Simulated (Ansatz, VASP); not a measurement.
# HfC in two plane-wave programs, part 2 of 2

One calculation is typed for both programs; each brings its own data sets. How far apart do they land? The cell is taken from a series of runs on this material, whose earlier steps may have relaxed, scaled, displaced or heated it; both programs get it as it stands.

VASP 6.6.1 and Ansatz 0.2.0.

So far: Set-up; VASP: zone-centre phonons, LDA.

## (3) Ansatz: zone-centre phonons, LDA

Level of this step: Ansatz beside VASP: Kohn-Sham DFT, plane waves, LDA (Ansatz).

Ansatz runs on its PAW soft_1 files.

The same cell, functional (in two slightly different forms), mesh and smearing now go to Ansatz, which takes its cutoff from its data sets.

input.yaml reads:

```yaml
crystal:
  lattice:
    - [0.0, 2.2759501893, 2.3549637759]
    - [2.2759501893, 0.0, 2.3549637759]
    - [2.2759501893, 2.2759501893, 0.0]
  atoms:
    - { symbol: C, position: [0.0, 0.0, 0.0] }
    - { symbol: Hf, position: [0.5, 0.5, 0.5] }
kpoints:
  mp_grid: { grid: [16, 16, 16] }
hamiltonian:
  xc: lda
  pseudopotentials: { kind: paw, azcp: { folder: soft_1 }, xc_functional: pbe }
scf:
  occupations: { method: methfessel_paxton, width: 0.2 }
output:
  eigenvalues: true
phonons:
  method: dfpt
```

The run is started by

```console
$ ansatz run input.yaml --threads 4 --pin off --max-ram 10240MiB --backend cpu --events-out ev --progress --plain --runs-dir out
```

Numbers of over 12 decimals in the logs are rounded to 6 here.

Log:

```text
zone centre: on kpoints.mp_grid the ground state, and the responses unless they are solved on pairs of k-points, stand on 621 of the mesh's 4096 k-points, reduced under 8 symmetry operations, with k and −k counted as one. Each operation leaves every solved displacement unchanged or reverses it
Engine: ansatz 0.2.0, aarch64-unknown-linux-gnu
Pseudopotentials: kind: paw
Pseudopotential: C, paw, valence charge 4, recommended cutoff 420 eV (normal), soft_1/C.paw.azcp
Pseudopotential: Hf, paw, valence charge 26, recommended cutoff 420 eV (normal), soft_1/Hf.paw.azcp
Functional definition: SPW92
  exchange = slater_x
  correlation = pw_c
Crystal: 2 atoms, lattice volume = 24.397 Å³
Basis set: ecut = 420 eV, 491 PW (Γ), exchange–correlation on 48×48×48 points (8 copies of the dense FFT grid, shifted against one another)
Bands: 19, of which v1, the nominal top of the filled ones, is band 15 counted from 1 (14 counted from 0)
Symmetry: 16 space group operations
k-points: 621 of 4096 (irreducible under 8 space group operations)
Non-local potential: C, projectors of the file, l = 0: 2, l = 1: 2, l = 2: 1
Non-local potential: Hf, projectors of the file, l = 0: 3, l = 1: 2, l = 2: 2, l = 3: 3
PAW form: soft (Blöchl's): semilocal exchange-correlation on the pseudo side does not see the compensation charge
PAW frozen core: C, regenerated for the run's functional, and the local potential with it (the file was generated under x = pbe(κ = 0.804, μ = 0.219515), c = pbe(β = 0.066725))
PAW frozen core: Hf, regenerated for the run's functional, and the local potential with it (the file was generated under x = pbe(κ = 0.804, μ = 0.219515), c = pbe(β = 0.066725))
PAW one-centre angular grid: C, 110 points (default); XC on 64 Gauss nodes
PAW one-centre angular grid: Hf, 590 points (default); XC on 64 Gauss nodes
Initial density: superposition of atomic densities (chi_scale 0.1, normalization cell, long waves kept (reshape's long-wave potential 0.00 eV rms))
Initial wavefunctions: pseudopotential atomic-orbital guess
Functional: x = slater, c = lda
SCF iter   1: F=—  HF=-15723.118610 eV  |F-HF|=—  |Δ(HF+E_count)|=         —  Δρ=9.02e-2  dr2=2.69e0  ethr=3.10e-3  ⟨swp⟩=5.0  Hψ=51955  notcnv=0
preconditioner: auto → Kerker (q_TF=auto, 2.824 Å⁻¹)  [metal: Δε(μ)=0.051 eV  Ē_g=17.689 eV  σ=0.200 eV  W_gap=0.21  n_scr=14 (ndim 8)  ℏωp=39.8 eV  f_vac=0.000  D(μ)=0.18/eV (n_scr^D=0)]
SCF iter   2: F=—  HF=-15722.547645 eV  |F-HF|=—  |Δ(HF+E_count)|=   5.71e-1  S|Δr|=    0.00e0  Δρ=3.25e-2  dr2=2.58e-1  ethr=3.10e-3  ⟨swp⟩=2.1  Hψ=20488  notcnv=0  defer=2
SCF iter   3: F=—  HF=-15722.488077 eV  |F-HF|=—  |Δ(HF+E_count)|=   5.96e-2  S|Δr|=    0.00e0  Δρ=1.39e-2  dr2=2.96e-2  ethr=8.60e-4  ⟨swp⟩=2.0  Hψ=20943  notcnv=0
SCF iter   4: F=—  HF=-15722.481010 eV  |F-HF|=—  |Δ(HF+E_count)|=   7.07e-3  S|Δr|=    0.00e0  Δρ=7.63e-3  dr2=7.12e-3  ethr=9.86e-5  ⟨swp⟩=2.1  Hψ=21052  notcnv=0
SCF iter   5: F=—  HF=-15722.480080 eV  |F-HF|=—  |Δ(HF+E_count)|=   9.30e-4  S|Δr|=    0.00e0  Δρ=1.53e-3  dr2=3.18e-4  ethr=2.37e-5  ⟨swp⟩=2.0  Hψ=17700  notcnv=0
SCF iter   6: F=—  HF=-15722.480004 eV  |F-HF|=—  |Δ(HF+E_count)|=   7.57e-5  S|Δr|=    0.00e0  Δρ=2.81e-4  dr2=1.92e-5  ethr=1.06e-6  ⟨swp⟩=2.6  Hψ=21379  notcnv=0
SCF iter   7: F=—  HF=-15722.480008 eV  |F-HF|=—  |Δ(HF+E_count)|=   3.78e-6  S|Δr|=    0.00e0  Δρ=7.80e-5  dr2=1.11e-6  ethr=6.41e-8  ⟨swp⟩=2.4  Hψ=21828  notcnv=1
SCF iter   8: F=—  HF=-15722.480010 eV  |F-HF|=—  |Δ(HF+E_count)|=   1.93e-6  S|Δr|=    0.00e0  Δρ=1.35e-5  dr2=2.42e-8  ethr=3.69e-9  ⟨swp⟩=2.7  Hψ=21902  notcnv=2
SCF iter   9: F=—  HF=-15722.480010 eV  |F-HF|=—  |Δ(HF+E_count)|=   1.32e-7  S|Δr|=    0.00e0  Δρ=2.50e-6  dr2=9.47e-10  ethr=8.08e-11  ⟨swp⟩=2.8  Hψ=21865  notcnv=2
SCF iter  10: F=—  HF=-15722.480010 eV  |F-HF|=—  |Δ(HF+E_count)|=   2.53e-8  S|Δr|=    0.00e0  Δρ=3.10e-7  dr2=1.94e-11  ethr=3.16e-12  ⟨swp⟩=2.8  Hψ=23319  notcnv=3
SCF iter  11: F=-15722.480010 eV  HF=-15722.480010 eV  |F-HF|=3.64e-12  |Δ(HF+E_count)|=   3.71e-9  S|Δr|=    0.00e0  Δρ=4.66e-8  dr2=3.11e-13  ethr=1.00e-12  ⟨swp⟩=4.3  Hψ=102527  notcnv=0
SCF 1 converged in 11 iterations: F = -15722.480010 eV  dr2 = 3.11e-13
  Residual-converged pass: ⟨swp⟩=1.2  Hψ=14587  notcnv=0  max |occ|·‖R‖ = 9.2e-9 eV (tolerance 1.0e-8 eV)  dr2=3.11e-13  dr2_onsite=1.30e-14  max |Δocc| = 3.8e-13
  greatest PAW one-centre occupation: 0.998 electrons in one spin orbital (limit 2), on the Hf atom at site 1 (counted from 0), in its partial waves of l = 3
DFPT response loops at Γ: preconditioner auto → Kerker (q_TF=auto, 2.824 Å⁻¹) (partly filled bands, converged f_vac=0.000); β = 1.00, the filter's whole step (`scf.mixing.beta` (0.50) is not read by the response loops under this deck's `scf.mixing.preconditioner`; to damp them name `kerker` or `kerker_dos`, under which they read `scf.mixing.beta`, and type it under 1.00, their step now; both keys bind the ground state too); Broyden in place of MSR1
SCF converged after 11 iterations
Stability not checked: this state was not tested for a lower state beside it, because cold or Methfessel-Paxton smearing, or corrected tetrahedra, fill the levels in a way that the test cannot read (fill_not_monotonic; see scf.lower_state_search)
Free energy (F): -15722.480010 eV
Harris-Foulkes:  -15722.480010 eV  (|F-HF|=3.64e-12)
Internal energy: -15722.480070 eV  (E = F + TS)
E sigma→0 (E₀):  -15722.480025 eV
Entropy (-TS):   0.000060 eV (0.030 meV/atom)
Fermi energy:    18.845340 eV
--- Per-component energies (eV) ---
  E_band       = 75.348308
  E_kinetic    = 495.737919
  E_local      = -6161.305515  (includes V_loc(G=0)·N_el)
  E_nonlocal   = 99.296002
  E_hartree    = 3017.245464
  E_xc         = -312.432177
  E_vxc        = -314.544063  (∫ρ·V_xc dr)
  E_paw        = -7548.292426  (= ΣΔE_a)
  E_vpaw       = -78.327059  (= ΣTr[D̂ρ^β])
  E_aug_tail   = 0.000125  (compensation charges beyond the density's cutoff)
  E_ewald      = -5315.249382
  E_core_change = 2.519920  (= ΣΔE_core)
  E_smearing   = 0.000060  (= −TS)
  E_closure    = -0.000000  (closes the sum)
  Σ components = -15722.480010   (vs F -15722.480010, Δ=0.00e0)
--- Band table (eV; the first three rows and the last of 621) ---
  k-point 0: bands = [... 11 lower, 7.9457, 19.8094, 19.8782, 19.9971, 19.9971, 20.2516, 20.2516, 21.8931]
  k-point 1: bands = [... 11 lower, 7.9453, 19.0833, 19.2609, 19.4521, 20.2905, 20.4673, 20.7375, 22.4270]
  k-point 2: bands = [... 11 lower, 7.9452, 18.0253, 18.4317, 18.6076, 20.6465, 20.7903, 21.1738, 23.5231]
  k-point 620: bands = [... 11 lower, 8.3838, 16.0654, 16.9383, 18.9755, 18.9755, 24.2150, 25.6456, 25.6456]
--- Phonons (Γ-DFPT): 4 representative perturbations + reference, on 621 of 4096 k-points (Σ response iterations 12) ---
  k mesh reduced under 8 symmetry operations, with k and −k counted as one. Each operation leaves every solved displacement unchanged or reverses it
  ASR residual: 2.607e-5 → 0.000e0 eV/Å²; symmetrization residual: 1.107e-6 eV/Å²
  ASR residual per site (eV/Å²): 5.15e-6 2.61e-5
  Γ frequencies (cm⁻¹): 0.00 0.00 0.00 377.39 474.99 474.99
  non-analytic LO–TO correction: not included (Born effective charges unavailable; polar crystals: no LO–TO splitting at Γ)
```

## (4) Differences

Known differences besides the potentials themselves: the two LDA forms differ slightly; the data sets hold 30 valence electrons in Ansatz (on its PAW soft_1 files) and 14 in VASP; the cutoff is 420 eV in Ansatz and 600 eV in VASP; VASP's log shows a relativistic correction to its local exchange, Ansatz's none. Total energies have different zeros and are not compared.

Both answers:

```
                  quantity  Ansatz   VASP  difference
     optical mode 1 (cm⁻¹)   377.4  373.8     +0.97 %
optical mode 2 to 3 (cm⁻¹)   475.0  477.6     -0.54 %
```

Modes are paired by rising frequency, not by their patterns, so a pair may set unlike modes beside each other; they are those without the splitting of longitudinal modes.

## (5) What came out

| Property | Result |
| --- | --- |
| r.m.s. difference of the optical zone-centre modes, each program's sorted by frequency (zone-centre phonons, LDA) | 3.0 cm⁻¹ |
| difference in optical mode 1 (zone-centre phonons, LDA) | +1.0 % |

In words: The r.m.s. difference of the optical zone-centre modes, each program's sorted by frequency is 3.0 cm⁻¹ (zone-centre phonons, LDA). The data sets hold unlike numbers of valence electrons (30 in Ansatz and 14 in VASP), so part of the differences comes from the potentials. Among the rows given in per cent, the largest difference of the zone-centre phonons, LDA pair is in optical mode 1, +1.0 %. Such differences can come from data sets, numerical settings and the points named under the comparisons, not from the functional's error against experiment.

[Lines on the potential files, build, host, timing and source positions are cut from VASP's logs without a mark.]

[Logs are printed without paths, hosts, clocks, repeated set-up lines and the standing remarks that a program may print on its own settings, such as how far it seeks lower states.]

[Hosts, paths, dates, database ids (printed as entryN), source tags and the programs' standing remarks are cut or masked in the printed files.]
